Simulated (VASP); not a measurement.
Wanted: the native input for a VASP 6.6.1 run.

| Property | Result |
| --- | --- |
| Task | relaxation of the atoms |
| Functional | PBE |
| Dispersion | TS-HI |
| Potentials or basis | VASP PAW PBE potentials, release 64 (Li_sv, Ti_sv) |
| Cutoff | 520 eV |
| k mesh | 7 × 7 × 1 |
| Occupations | fermi-dirac, width 0.05 eV |
| Spin | no spin polarisation |
| Dipole correction | yes |
| Atoms held fixed (from 0) | [0] |
| Further INCAR settings | ALGO = Normal; EDIFF = 1e-07; IBRION = 2; EDIFFG = -0.01; NSW = 40 |

The structure of LiTi lies in POSCAR:

```
LiTi
1.0
    3.6389800000      0.0000000000      0.0000000000
    0.0000000000      3.6389800000      0.0000000000
    0.0000000000      0.0000000000     23.8000000000
Li Ti
1 1
Selective dynamics
Direct
    0.0000000000      0.0000000000      0.2941200000  F F F
    0.5000000000      0.5000000000      0.2941200000  T T T
```

The cell was built by a generator and needn't be a form met in nature.

These files were run (other wordings do the same):

INCAR

```
SYSTEM = LiTi
PREC = Accurate
ENCUT = 520
EDIFF = 1E-7
ISMEAR = -1
SIGMA = 0.05
LREAL = .FALSE.
LASPH = .TRUE.
NELM = 60
ALGO = Normal
ISIF = 2
LWAVE = .FALSE.
LCHARG = .FALSE.
LDIPOL = .TRUE.
IDIPOL = 3
DIPOL = 0.5 0.5 0.294
GGA = PE
IVDW = 21
IBRION = 2
NSW = 40
EDIFFG = -0.01
```

KPOINTS

```
regular mesh
0
G
  7 7 1
  0 0 0
```

Potentials or basis: VASP PAW PBE potentials, release 64 (Li_sv, Ti_sv).

Run with:

```bash
$ cat potpaw_PBE.64/Li_sv/POTCAR potpaw_PBE.64/Ti_sv/POTCAR > POTCAR
$ mpirun -np 1 vasp_std > vasp.out
```

It gave:

```yaml
Band_gap_on_the_k_mesh: none (metal or under the smearing width)
Hirshfeld_charges: Li -0.12; Ti +0.12 e
Dispersion_energy_per_atom: -0.256 eV
```

Caveat: the relaxation stopped at its first step, so nothing moved.

Run time: 85 s on 1 thread of Intel(R) Xeon(R) Platinum 8375C CPU @ 2.90GHz (Ice Lake), with other jobs on the host, peak memory 0.36 GiB.
